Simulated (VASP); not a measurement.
All values below come from PBE GGA, VASP's PBE PAW potentials (set 64) (plane waves; VASP).

VASP ran on this input.

File POSCAR:
```
WSi2
1
   -1.6033092724     1.6033092724     3.9064635829
    1.6033092724    -1.6033092724     3.9064635829
    1.6033092724     1.6033092724    -3.9064635829
Si W
2 1
Direct
  0.6655585192   0.6655585192   0.0000000000
  0.3344414808   0.3344414808   0.0000000000
  0.0000000000   0.0000000000   0.0000000000
```

### INCAR
```
# general
SYSTEM  = WSi2
PREC    = Accurate
ENCUT   = 500   # plane-wave cut-off (eV)
LREAL   = .FALSE.   # projection in real space or not
LASPH   = .TRUE.   # aspherical one-centre terms

# electronic loop
EDIFF   = 1E-6   # SCF stop (eV)
NELM    = 100   # most electronic steps
ALGO    = Normal   # blocked Davidson
LMAXMIX = 6

# smearing
ISMEAR  = 1   # Methfessel-Paxton
SIGMA   = 0.1   # width (eV)

# functional
GGA     = PE

# ions
IBRION  = 2   # conjugate gradients
NSW     = 40   # most ionic steps
ISIF    = 3
EDIFFG  = -0.02   # ionic stop
PSTRESS = 50

# output
LWAVE   = .FALSE.
LCHARG  = .FALSE.
```

File KPOINTS:
```
Automatic mesh
0
Gamma
13 13 13
0 0 0
```

POTCAR, in this order: Si W_sv (PBE.64 set). Program: vasp_std.

Output of the run:

**OUTCAR**
```
 ion  position               nearest neighbor table
   1  0.666  0.666  0.000-   2 2.59   3 2.61   3 2.61   3 2.61   3 2.61   3 2.61   2 2.62   2 2.62
                             2 2.62   2 2.62
   2  0.334  0.334  0.000-   1 2.59   3 2.61   3 2.61   3 2.61   3 2.61   3 2.61   1 2.62   1 2.62
                             1 2.62   1 2.62
   3  0.000  0.000  0.000-   1 2.61   2 2.61   1 2.61   2 2.61   1 2.61   2 2.61   2 2.61   1 2.61
                             1 2.61   2 2.61
  LATTYP: Found a body centered tetragonal cell.
 ALAT       =     3.2066185448
 C/A-ratio  =     2.4365003372
 Subroutine PRICEL returns:
 Original cell was already a primitive cell.
 Subroutine GETGRP returns: Found 16 space group operations
The static configuration has the point symmetry D_4h.
The dynamic configuration has the point symmetry D_4h.
 Subroutine INISYM returns: Found 16 space group operations
 Subroutine IBZKPT returns following result:
 Found    196 irreducible k-points:

 Following reciprocal coordinates:
            Coordinates               Weight
  0.000000  0.000000  0.000000      1.000000
  0.076923  0.000000  0.000000      8.000000
  0.153846  0.000000  0.000000      8.000000
  0.230769  0.000000 -0.000000      8.000000
...
```

### OSZICAR
```
       N       E                     dE             d eps       ncg     rms          rms(c)
DAV:   1     0.123555083285E+03    0.12356E+03   -0.10941E+04  5880   0.144E+03
DAV:   2    -0.214700632441E+02   -0.14503E+03   -0.14306E+03  6720   0.354E+02
DAV:   3    -0.256282570214E+02   -0.41582E+01   -0.40222E+01  7841   0.512E+01
DAV:   4    -0.256586730422E+02   -0.30416E-01   -0.30394E-01  6727   0.508E+00
DAV:   5    -0.256590537870E+02   -0.38074E-03   -0.38073E-03  7994   0.574E-01    0.258E+01
DAV:   6    -0.249037367505E+02    0.75532E+00   -0.44559E+00  7133   0.158E+01    0.895E+00
DAV:   7    -0.248238299186E+02    0.79907E-01   -0.27055E-01  6622   0.315E+00    0.454E+00
DAV:   8    -0.248025210199E+02    0.21309E-01   -0.42188E-02  7693   0.184E+00    0.307E-01
DAV:   9    -0.248021219917E+02    0.39903E-03   -0.12356E-03  7014   0.288E-01    0.176E-01
DAV:  10    -0.248020507369E+02    0.71255E-04   -0.30496E-04  7287   0.176E-01    0.352E-02
DAV:  11    -0.248020452660E+02    0.54709E-05   -0.34162E-05  7413   0.488E-02    0.136E-02
DAV:  12    -0.248020452033E+02    0.62670E-07   -0.13630E-06  4739   0.888E-03
   1 F= -.23548506E+02 E0= -.23548496E+02  d E =-.235485E+02
       N       E                     dE             d eps       ncg     rms          rms(c)
DAV:   1    -0.248015715574E+02    0.47371E-03   -0.29458E-02  6482   0.184E+00    0.225E-01
DAV:   2    -0.248008683445E+02    0.70321E-03   -0.17175E-03  7259   0.381E-01    0.770E-02
DAV:   3    -0.248006914198E+02    0.17692E-03   -0.31360E-04  7498   0.141E-01    0.362E-02
DAV:   4    -0.248006743026E+02    0.17117E-04   -0.52564E-05  7224   0.613E-02    0.220E-02
DAV:   5    -0.248006744216E+02   -0.11901E-06   -0.25608E-06  6569   0.128E-02
   2 F= -.23548645E+02 E0= -.23548633E+02  d E =-.138642E-03
       N       E                     dE             d eps       ncg     rms          rms(c)
DAV:   1    -0.248012585465E+02   -0.58424E-03   -0.28084E-03  6482   0.567E-01    0.699E-02
DAV:   2    -0.248011918342E+02    0.66712E-04   -0.16335E-04  7224   0.118E-01    0.240E-02
DAV:   3    -0.248011747728E+02    0.17061E-04   -0.29911E-05  7463   0.433E-02    0.110E-02
DAV:   4    -0.248011728485E+02    0.19243E-05   -0.49474E-06  6769   0.187E-02    0.666E-03
DAV:   5    -0.248011725929E+02    0.25563E-06   -0.22408E-07  3129   0.391E-03
   3 F= -.23548679E+02 E0= -.23548667E+02  d E =-.172592E-03
```

File OUTCAR:
```
------------------------ aborting loop because EDIFF is reached ----------------------------------------
  FORCE on cell =-STRESS in cart. coord.  units (eV):
  Direction    XX          YY          ZZ          XY          YZ          ZX
  --------------------------------------------------------------------------------------
  Total        1.2768905      1.2768905      1.2462534      0.0000000      0.0000000      0.0000000
  in kB       50.9739302     50.9739302     49.7508852      0.0000000      0.0000000      0.0000000
  external PRESSURE =       0.5662486 kB  Pullay stress =      50.0000000 kB
  volume of cell :       40.13
      direct lattice vectors                 reciprocal lattice vectors
    -1.601932062  1.601932062  3.909920567     0.000000000  0.312123099  0.127879836
     1.601932062 -1.601932062  3.909920567     0.312123099  0.000000000  0.127879836
     1.601932062  1.601932062 -3.909920567     0.312123099  0.312123099  0.000000000
 POSITION                                       TOTAL-FORCE (eV/Angst)
 -----------------------------------------------------------------------------------
      0.00000      0.00000      5.20611        -0.000000     -0.000000      0.014361
      0.00000      0.00000      2.61373         0.000000      0.000000     -0.014361
      0.00000     -0.00000      0.00000         0.000000      0.000000      0.000000
 -----------------------------------------------------------------------------------
    total drift:                               -0.000000      0.000000     -0.000000
  FREE ENERGIE OF THE ION-ELECTRON SYSTEM (eV)
  ---------------------------------------------------
  free  energy   TOTEN  =       -24.8011725929 eV

  energy  without entropy=      -24.8011380465  energy(sigma->0) =      -24.80116108
  enthalpy is  TOTEN    =       -23.5486789351 eV   P V=        1.2524936578

 reached required accuracy - stopping structural energy minimisation
```
(Selected blocks of OUTCAR.)

CONTCAR:
```
WSi2
   1.00000000000000
    -1.6019320624777003    1.6019320624777003    3.9099205673635877
     1.6019320624777003   -1.6019320624777003    3.9099205673635877
     1.6019320624777003    1.6019320624777003   -3.9099205673635877
  Si              W
     2     1
Direct
     0.6657570693288721    0.6657570693288721    0.0000000000000000
     0.3342429306711278    0.3342429306711278    0.0000000000000000
     0.0000000000000000    0.0000000000000000    0.0000000000000000
```

The compound is WSi2 in the MoSi2 type structure. This run relaxes it under an external pressure of 5 GPa. Symmetry was kept, so distortions that lower it aren't found.
